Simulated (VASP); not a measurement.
```
CELL_PARAMETERS angstrom
      0.00000     2.44374     2.44374
      2.44374     0.00000     2.44374
      2.44374     2.44374     0.00000
ATOMIC_POSITIONS crystal
  Ca 0.00000 0.00000 0.00000
  O  0.50000 0.50000 0.50000
```

These are PBE GGA, VASP's PBE PAW potentials (set 64) (plane waves; VASP 6.6.1) values and carry that method's errors. Numerical set-up: 600 eV cut-off, 10×10×10 Γ-centred mesh, Gaussian smearing of 0.050 eV, potentials Ca_sv O.

Task: Give the stress tensor in GPa (positive for a compressed cell).

Result: 
```
-3.03   0.00   0.00
 0.00  -3.03   0.00
 0.00   0.00  -3.03
```
The pressure is its mean diagonal, -3.03 GPa.

The compound is CaO in the rock salt structure. This cell was strained or had an atom moved on purpose.
